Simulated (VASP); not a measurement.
# How a change of volume changes Si3N4 (P6_3/m), part 2 of 3

How do the elastic response and the band edges of Si3N4 follow a change of volume?

VASP 6.6.1, plane waves and PAW; the level of theory is named at each step.

So far: Set-up; Relax the crystal, PBEsol; Relax at fixed volume, PBEsol.

### Step 4. Dielectric response, PBEsol

Linear response gives the dielectric tensors, Born charges and zone-centre modes.

Level: PBEsol; plane waves and PAW (Si, N).

File INCAR:

```
SYSTEM = Si3N4
PREC = Accurate
ENCUT = 600
EDIFF = 1E-08
NELM = 120
ISMEAR = 0
SIGMA = 0.02
LREAL = .FALSE.
ALGO = Normal
GGA = PS
NBANDS = 46
LASPH = .TRUE.
LWAVE = .FALSE.
LCHARG = .FALSE.
KPAR = 8
LEPSILON = .TRUE.
IBRION = 8
NSW = 1
```

File POSCAR:

```
Si3N4
1.0
    7.7809161410     -0.0000000789      0.0000000000
   -3.8904580036      6.7384710830      0.0000000000
    0.0000000000      0.0000000000      2.9636271456
Si N
6 8
Direct
    0.1770184692      0.7707997666      0.2500000000
    0.4062187026      0.1770184692      0.7500000000
    0.2292002334      0.4062187026      0.2500000000
    0.8229815308      0.2292002334      0.7500000000
    0.5937812974      0.8229815308      0.2500000000
    0.7707997666      0.5937812974      0.7500000000
    0.3333333330      0.6666666670      0.2500000000
    0.6666666670      0.3333333330      0.7500000000
    0.3306803518      0.0326336605      0.2500000000
    0.2980466913      0.3306803518      0.7500000000
    0.9673663395      0.2980466913      0.2500000000
    0.6693196482      0.9673663395      0.7500000000
    0.7019533087      0.6693196482      0.2500000000
    0.0326336605      0.7019533087      0.7500000000
```

File KPOINTS:

```
Automatic mesh
0
Gamma
4 4 8
0 0 0
```

Potentials, in the order of the species: Si and N (PBE family, release 64).

Launch:

```
$ mpirun -np 8 vasp_std
```

The program printed:

```text
[... set-up lines as in an earlier step ...]
 entering main loop
       N       E                     dE             d eps       ncg     rms          rms(c)
DAV:   1     0.302665715046E+03    0.30267E+03   -0.33817E+04  1848   0.143E+03
DAV:   2    -0.108161878379E+03   -0.41083E+03   -0.38730E+03  2350   0.296E+02
DAV:   3    -0.134447153747E+03   -0.26285E+02   -0.26087E+02  2352   0.790E+01
DAV:   4    -0.134884286112E+03   -0.43713E+00   -0.43563E+00  2344   0.104E+01
[...]
DAV:  15    -0.120046831016E+03   -0.24133E-06   -0.13915E-06  2240   0.518E-03    0.164E-03
DAV:  16    -0.120046831008E+03    0.79417E-08   -0.14313E-07  2288   0.217E-03    0.634E-04
DAV:  17    -0.120046831001E+03    0.72159E-08   -0.15140E-08  1816   0.589E-04
   1 F= -.12004683E+03 E0= -.12004683E+03  d E =-.772998E-17
 Linear response reoptimize wavefunctions to high precision
DAV:   1    -0.120046830996E+03    0.48585E-08   -0.81831E-09  1728   0.431E-04
DAV:   2    -0.120046830996E+03   -0.66393E-10   -0.14584E-09  1304   0.225E-04
DAV:   3    -0.120046830996E+03   -0.84583E-10   -0.21215E-10  1280   0.723E-05
 Linear response G [H, r] |phi>, progress :
  Direction:   1
       N       E                     dE             d eps       ncg     rms
RMM:   1    -0.288895248188E+03   -0.28890E+03    0.35278E+01  4606   0.969E+01
RMM:   2    -0.233279246364E+03    0.55616E+02   -0.27624E+01  3210   0.257E+01
RMM:   3    -0.233642963899E+03   -0.36372E+00   -0.70159E-01  3318   0.339E+00
RMM:   4    -0.233662036346E+03   -0.19072E-01   -0.23801E-02  3445   0.627E-01
[...]
RMM:   9    -0.233662635346E+03    0.49547E-06   -0.19205E-04  3715   0.997E-03
RMM:  10    -0.233662637997E+03   -0.26511E-05   -0.15929E-05  3658   0.989E-03
RMM:  11    -0.233662636669E+03    0.13279E-05    0.15562E-03  3580   0.988E-03
 Linear response G [H, r] |phi>, progress :
  Direction:   2
       N       E                     dE             d eps       ncg     rms
RMM:   1    -0.288189871250E+03   -0.28819E+03    0.41893E+01  4605   0.968E+01
RMM:   2    -0.234141307339E+03    0.54049E+02   -0.27642E+01  3215   0.256E+01
RMM:   3    -0.234499930439E+03   -0.35862E+00   -0.67259E-01  3330   0.338E+00
RMM:   4    -0.234517690867E+03   -0.17760E-01   -0.21646E-02  3457   0.617E-01
[...]
RMM:   9    -0.234518224889E+03    0.27988E-06   -0.20637E-04  3691   0.109E-02
RMM:  10    -0.234518224530E+03    0.35899E-06    0.54109E-05  3661   0.108E-02
RMM:  11    -0.234518223727E+03    0.80274E-06    0.43789E-04  3590   0.108E-02
 Linear response G [H, r] |phi>, progress :
  Direction:   3
       N       E                     dE             d eps       ncg     rms
RMM:   1    -0.274441383113E+03   -0.27444E+03    0.41263E+01  4322   0.932E+01
RMM:   2    -0.233141782625E+03    0.41300E+02   -0.22565E+01  3111   0.234E+01
[...]
RMM:  11    -0.237853523833E+00    0.40120E-07    0.85078E-08  4897   0.186E-04    0.188E-06
RMM:  12    -0.237853532799E+00   -0.89662E-08   -0.16073E-07  4920   0.185E-04    0.461E-07
RMM:  13    -0.237853528624E+00    0.41747E-08   -0.28722E-09  4884   0.184E-04    0.230E-07
 first order change of Fermi-energy  -0.10380E-02
 force on displaced ion       7 direction 3 :   0.000   0.000  -6.108
 Born effective charge ion    7 direction 3 :   0.000   0.000  -1.697
 Linear response progress:
  Degree of freedom:   6/  8
       N       E                     dE             d eps       ncg     rms          rms(c)
RMM:   1    -0.253393251481E+00   -0.25339E+00    0.76292E-02  8689   0.182E+00
RMM:   2    -0.250296265632E+00    0.30970E-02   -0.68315E-03  7519   0.318E-01    0.155E-01
RMM:   3    -0.250976158166E+00   -0.67989E-03   -0.12685E-03  7538   0.127E-01    0.756E-02
RMM:   4    -0.252207550081E+00   -0.12314E-02   -0.10018E-03  8115   0.967E-02    0.191E-02
[...]
RMM:  11    -0.252228395846E+00    0.32946E-07   -0.38913E-09  9120   0.185E-04    0.868E-06
RMM:  12    -0.252228409295E+00   -0.13450E-07    0.12096E-08  9123   0.174E-04    0.445E-06
RMM:  13    -0.252228412630E+00   -0.33349E-08   -0.29610E-08  9564   0.169E-04    0.197E-06
 first order change of Fermi-energy   0.19694E+00
 force on displaced ion       9 direction 1 :  -8.272  -1.616   0.000
 Born effective charge ion    9 direction 1 :  -1.540  -0.048   0.000
 Linear response progress:
  Degree of freedom:   7/  8
       N       E                     dE             d eps       ncg     rms          rms(c)
RMM:   1    -0.255504234259E+00   -0.25550E+00    0.26033E-01  9491   0.201E+00
RMM:   2    -0.251510838521E+00    0.39934E-02   -0.10912E-02  7764   0.435E-01    0.276E-01
RMM:   3    -0.251101797072E+00    0.40904E-03   -0.35342E-03  8124   0.196E-01    0.145E-01
RMM:   4    -0.252350038687E+00   -0.12482E-02   -0.21399E-03  8470   0.132E-01    0.468E-02
[...]
RMM:  12    -0.252352538029E+00   -0.30359E-07   -0.31690E-07  9171   0.167E-04    0.492E-06
RMM:  13    -0.252352553888E+00   -0.15859E-07   -0.12382E-07  9596   0.161E-04    0.186E-06
RMM:  14    -0.252352558938E+00   -0.50501E-08   -0.97303E-08  9603   0.159E-04    0.935E-07
 first order change of Fermi-energy   0.25990E-02
 force on displaced ion       9 direction 2 :  -1.617 -34.342   0.000
 Born effective charge ion    9 direction 2 :  -0.064  -3.167   0.000
 Linear response progress:
  Degree of freedom:   8/  8
       N       E                     dE             d eps       ncg     rms          rms(c)
RMM:   1    -0.237746517981E+00   -0.23775E+00    0.22473E-01 12882   0.196E+00
RMM:   2    -0.235342348762E+00    0.24042E-02   -0.91204E-03 10080   0.403E-01    0.245E-01
RMM:   3    -0.235809904303E+00   -0.46756E-03   -0.17291E-03  9969   0.159E-01    0.127E-01
RMM:   4    -0.237507108980E+00   -0.16972E-02   -0.15457E-03 10424   0.132E-01    0.258E-02
[...]
RMM:  11    -0.237394456896E+00    0.15460E-08   -0.15507E-07 12746   0.182E-04    0.265E-06
RMM:  12    -0.237394466044E+00   -0.91477E-08   -0.14211E-07 12939   0.178E-04    0.667E-07
RMM:  13    -0.237394464081E+00    0.19632E-08   -0.95907E-08 12936   0.177E-04    0.422E-07
 first order change of Fermi-energy  -0.77089E-03
 force on displaced ion       9 direction 3 :  -0.001   0.008 -23.634
 Born effective charge ion    9 direction 3 :  -0.000   0.000  -2.813
 Born effective charges drift removed
 Linear response finished
```

The job ended after 11 min (8 MPI ranks of Intel Xeon 6975P-C (Granite Rapids), shared host; peak memory 11 GiB).

OUTCAR, selected parts (step 4):

```text
  LATTYP: Found a hexagonal cell.
 ALAT       =     7.7809161410
 C/A-ratio  =     0.3808840877

 Subroutine GETGRP returns: Found 12 space group operations
 (whereof  6 operations were pure point group operations)

The static configuration has the point symmetry S_6 .
 The point group associated with its full space group is C_6h.

 Found     20 irreducible k-points:

   k-points           NKPTS =     20   k-points in BZ     NKDIM =     20   number of bands    NBANDS=     46

   dimension x,y,z NGX =    64 NGY =   64 NGZ =   24
   dimension x,y,z NGXF=   128 NGYF=  128 NGZF=   48

   ENCUT  =  600.0 eV  44.10 Ry    6.64 a.u.  15.54 15.54  5.92*2*pi/ulx,y,z

   NELECT =      64.0000    total number of electrons

  Total      -12.2903493    -12.2903493    -12.2818721      0.0000001      0.0000000      0.0000000
  in kB     -126.7240786   -126.7240787   -126.6366721      0.0000015      0.0000000      0.0000000
  external PRESSURE =    -126.6949431 kB  Pullay stress =       0.0000000 kB

  energy-cutoff  :      600.00
  volume of cell :      155.39
      direct lattice vectors                 reciprocal lattice vectors
     7.780916141 -0.000000079  0.000000000     0.128519571  0.074200807  0.000000000
    -3.890458004  6.738471083  0.000000000     0.000000002  0.148401617  0.000000000
     0.000000000  0.000000000  2.963627146     0.000000000  0.000000000  0.337424362

 POSITION                                       TOTAL-FORCE (eV/Angst)
 -----------------------------------------------------------------------------------
     -1.62140      5.19401      0.74091         0.000205     -0.000271      0.000000
      2.47207      1.19283      2.22272         0.000337      0.000042      0.000000
      0.20301      2.73729      0.74091         0.000132      0.000313     -0.000000
      5.51186      1.54446      2.22272        -0.000205      0.000271      0.000000
      1.41839      5.54564      0.74091        -0.000337     -0.000042      0.000000
      3.68745      4.00118      2.22272        -0.000132     -0.000313      0.000000
      0.00000      4.49231      0.74091        -0.000000     -0.000000     -0.000000
      3.89046      2.24616      2.22272        -0.000000      0.000000     -0.000000
      2.44604      0.21990      0.74091        -0.000280      0.000406      0.000000
      1.03258      2.22828      2.22272        -0.000492     -0.000039     -0.000000
      6.36746      2.00838      0.74091        -0.000212     -0.000445      0.000000
      1.44442      6.51857      2.22272         0.000280     -0.000406      0.000000
      2.85788      4.51019      0.74091         0.000492      0.000039      0.000000
     -2.47700      4.73009      2.22272         0.000212      0.000445      0.000000
 -----------------------------------------------------------------------------------
    total drift:                               -0.000000      0.000000     -0.000000

 MACROSCOPIC STATIC DIELECTRIC TENSOR (including local field effects in DFT)
 ------------------------------------------------------
           4.378298    -0.000002     0.000000
           0.000002     4.378298    -0.000000
           0.000000     0.000000     4.458673
 ------------------------------------------------------

 PIEZOELECTRIC TENSOR (including local field effects)  for field in x, y, z        (C/m^2)
          XX          YY          ZZ          XY          YZ          ZX
  --------------------------------------------------------------------------------
  x     0.00000     0.00000     0.00000     0.00000     0.00000     0.00000
  y     0.00000     0.00000     0.00000     0.00000     0.00000     0.00000
  z     0.00000     0.00000     0.00000     0.00000     0.00000     0.00000

 BORN EFFECTIVE CHARGES (including local field effects) (in |e|, cummulative output)
 ---------------------------------------------------------------------------------
 ion    1
    1     3.13643     0.02934     0.00000
    2     0.06287     3.53917     0.00000
    3     0.00000     0.00000     3.37802
 ion    2
    1     3.39856    -0.21421     0.00000
    2    -0.18067     3.27704     0.00000
    3     0.00000     0.00000     3.37802
 ion    3
    1     3.47841     0.13457     0.00000
    2     0.16811     3.19719     0.00000
    3     0.00000     0.00000     3.37802
 ion    4
    1     3.13643     0.02934     0.00000
    2     0.06287     3.53917     0.00000
    3     0.00000     0.00000     3.37802
 ion    5
    1     3.39856    -0.21421     0.00000
    2    -0.18067     3.27704     0.00000
    3     0.00000     0.00000     3.37802
 ion    6
    1     3.47841     0.13457     0.00000
    2     0.16811     3.19719     0.00000
    3     0.00000     0.00000     3.37802
 ion    7
    1    -2.95113     0.07327     0.00000
    2    -0.07327    -2.95113     0.00000
    3    -0.00000     0.00000    -1.69610
 ion    8
    1    -2.95113     0.07327     0.00000
    2    -0.07327    -2.95113     0.00000
    3    -0.00000     0.00000    -1.69610
 ion    9
    1    -1.54057    -0.06350     0.00000
    2    -0.04819    -3.16761     0.00000
    3     0.00000     0.00000    -2.81265
 ion   10
    1    -2.71249     0.72480     0.00000
[...]
2    -0.66895    -1.89897     0.00000
    3     0.00000     0.00000    -2.81265

 Eigenvectors and eigenvalues of the dynamical matrix
 ----------------------------------------------------

[...]
6.367458  2.008379  0.740907     0.089472    0.108794    0.000000
      1.444422  6.518570  2.222720     0.036178    0.244285    0.000000
      2.857880  4.510191  0.740907     0.332423   -0.176562    0.000000
     -2.477000  4.730092  2.222720    -0.089472   -0.108794   -0.000000

   4 f  =   28.019254 THz   176.050166 2PiTHz  934.621717 cm-1   115.878272 meV
             X         Y         Z           dx          dy          dz
     -1.621398  5.194012  0.740907    -0.165133   -0.030666   -0.000000
      2.472071  1.192834  2.222720     0.086831   -0.183645    0.000000
      0.203011  2.737293  0.740907     0.093332    0.111052   -0.000000
      5.511856  1.544459  2.222720    -0.165133   -0.030666   -0.000000
      1.418387  5.545637  0.740907     0.086831   -0.183645    0.000000
      3.687447  4.001178  2.222720     0.093332    0.111052   -0.000000
      0.000000  4.492314  0.740907     0.226922   -0.331394   -0.000000
      3.890458  2.246157  2.222720     0.226922   -0.331394   -0.000000
      2.446036  0.219901  0.740907     0.044955    0.344200   -0.000000
      1.032578  2.228280  2.222720    -0.306787    0.177329    0.000000
      6.367458  2.008379  0.740907     0.013599   -0.043853   -0.000000
      1.444422  6.518570  2.222720     0.044955    0.344200   -0.000000
      2.857880  4.510191  0.740907    -0.306787    0.177329    0.000000
     -2.477000  4.730092  2.222720     0.013599   -0.043853   -0.000000

   5 f  =   28.019254 THz   176.050166 2PiTHz  934.621717 cm-1   115.878272 meV
             X         Y         Z           dx          dy          dz
     -1.621398  5.194012  0.740907     0.038173    0.175153    0.000000
      2.472071  1.192834  2.222720    -0.114806   -0.076811    0.000000
      0.203011  2.737293  0.740907     0.179891   -0.083312    0.000000
      5.511856  1.544459  2.222720     0.038173    0.175153   -0.000000
      1.418387  5.545637  0.740907    -0.114806   -0.076811    0.000000
      3.687447  4.001178  2.222720     0.179891   -0.083312   -0.000000
      0.000000  4.492314  0.740907     0.331394    0.226922    0.000000
      3.890458  2.246157  2.222720     0.331394    0.226922    0.000000
      2.446036  0.219901  0.740907     0.025750   -0.210444   -0.000000
      1.032578  2.228280  2.222720    -0.141122    0.141299    0.000000
      6.367458  2.008379  0.740907    -0.362304   -0.179088    0.000000
      1.444422  6.518570  2.222720     0.025750   -0.210444   -0.000000
      2.857880  4.510191  0.740907    -0.141122    0.141299    0.000000
     -2.477000  4.730092  2.222720    -0.362304   -0.179088    0.000000

   6 f  =   25.524321 THz   160.374038 2PiTHz  851.399702 cm-1   105.560062 meV
             X         Y         Z           dx          dy          dz
     -1.621398  5.194012  0.740907     0.182224    0.115704    0.000000
      2.472071  1.192834  2.222720    -0.009090    0.215662   -0.000000
      0.203011  2.737293  0.740907    -0.191314    0.099959    0.000000
      5.511856  1.544459  2.222720    -0.182224   -0.115704   -0.000000
      1.418387  5.545637  0.740907     0.009090   -0.215662   -0.000000
      3.687447  4.001178  2.222720     0.191314   -0.099959   -0.000000
      0.000000  4.492314  0.740907    -0.000000   -0.000000    0.000000
      3.890458  2.246157  2.222720     0.000000    0.000000    0.000000
      2.446036  0.219901  0.740907    -0.062994   -0.340743    0.000000
      1.032578  2.228280  2.222720     0.263595   -0.224926   -0.000000
      6.367458  2.008379  0.740907     0.326589    0.115817    0.000000
      1.444422  6.518570  2.222720     0.062994    0.340743    0.000000
      2.857880  4.510191  0.740907    -0.263595    0.224926    0.000000
     -2.477000  4.730092  2.222720    -0.326589   -0.115817    0.000000

   7 f  =   25.065588 THz   157.491732 2PiTHz  836.098006 cm-1   103.662894 meV
             X         Y         Z           dx          dy          dz
     -1.621398  5.194012  0.740907    -0.204458    0.111306    0.000000
      2.472071  1.192834  2.222720     0.060689    0.060864    0.000000
      0.203011  2.737293  0.740907     0.016530    0.149728    0.000000
      5.511856  1.544459  2.222720     0.204458   -0.111306    0.000000
      1.418387  5.545637  0.740907    -0.060689   -0.060864   -0.000000
      3.687447  4.001178  2.222720    -0.016530   -0.149728    0.000000
      0.000000  4.492314  0.740907     0.324543   -0.321678   -0.000000
      3.890458  2.246157  2.222720    -0.324543    0.321678    0.000000
      2.446036  0.219901  0.740907    -0.059601   -0.324355   -0.000000
      1.032578  2.228280  2.222720     0.018824    0.074504   -0.000000
      6.367458  2.008379  0.740907    -0.255590   -0.164116   -0.000000
      1.444422  6.518570  2.222720     0.059601    0.324355    0.000000
    [... 595 further lines ...]
      2.857880  4.510191  0.740907    -0.000000    0.000000    0.223421
     -2.477000  4.730092  2.222720    -0.000000    0.000000    0.223421

 MACROSCOPIC STATIC DIELECTRIC TENSOR IONIC CONTRIBUTION
 ------------------------------------------------------
           4.067402    -0.000000    -0.000000
          -0.000000     4.067402    -0.000000
          -0.000000    -0.000000     3.927426
 ------------------------------------------------------

 ELASTIC MODULI CONTR FROM IONIC RELAXATION (kBar)
 Direction    XX          YY          ZZ          XY          YZ          ZX
 --------------------------------------------------------------------------------
 XX        -754.4825    494.6994    143.6284      0.2184      0.0000      0.0000
 YY         494.6994   -754.4825    143.6284      0.2184     -0.0000      0.0000
 ZZ         143.6284    143.6284   -532.2873      0.1705     -0.0000      0.0000
 XY           0.2184      0.2184      0.1705   -624.5919     -0.0000      0.0000
 YZ           0.0000     -0.0000     -0.0000     -0.0000   -482.4193    -37.5432
 ZX           0.0000      0.0000      0.0000      0.0000    -37.5432   -478.6570
 --------------------------------------------------------------------------------

 PIEZOELECTRIC TENSOR IONIC CONTR  for field in x, y, z        (C/m^2)
          XX          YY          ZZ          XY          YZ          ZX
  --------------------------------------------------------------------------------
  x    -0.00000    -0.00000    -0.00000     0.00000     0.00000     0.00000
  y     0.00000    -0.00000     0.00000    -0.00000    -0.00000     0.00000
  z    -0.00000     0.00000     0.00000     0.00000     0.00000     0.00000

[... 3 further parts left out ...]
```

CONTCAR:

```
Si3N4
   1.00000000000000
     7.7809161409999996   -0.0000000789000000    0.0000000000000000
    -3.8904580036000000    6.7384710830000003    0.0000000000000000
     0.0000000000000000    0.0000000000000000    2.9636271455999998
  Si              N
     6     8
Direct
     0.1770184692000001    0.7707997665999997    0.2500000000000000
     0.4062187026000004    0.1770184692000001    0.7500000000000000
     0.2292002334000003    0.4062187026000004    0.2500000000000000
     0.8229815307999999    0.2292002334000003    0.7500000000000000
     0.5937812973999996    0.8229815307999999    0.2500000000000000
     0.7707997665999997    0.5937812973999996    0.7500000000000000
     0.3333333329999988    0.6666666670000012    0.2500000000000000
     0.6666666670000012    0.3333333329999988    0.7500000000000000
     0.3306803517999981    0.0326336604999966    0.2500000000000000
     0.2980466913000015    0.3306803517999981    0.7500000000000000
     0.9673663395000034    0.2980466913000015    0.2500000000000000
     0.6693196482000019    0.9673663395000034    0.7500000000000000
     0.7019533086999985    0.6693196482000019    0.2500000000000000
     0.0326336604999966    0.7019533086999985    0.7500000000000000
```

Numbers from this step:

| Item | Value |
| --- | --- |
| ε∞, diagonal | 4.38, 4.38, 4.46 |

[end of part 2 of 3]

[Lines on the potential files, build, host, timing and source positions are cut from VASP's logs without a mark.]

[Logs are printed without paths, hosts, clocks, repeated set-up lines and the standing remarks that a program may print on its own settings, such as how far it seeks lower states.]

[Hosts, paths, dates, database ids (printed as entryN), source tags and the programs' standing remarks are cut or masked in the printed files.]

[In band tables of VASP the shares of atoms and orbitals are scaled to a sum of 1 inside the atoms' spheres.]
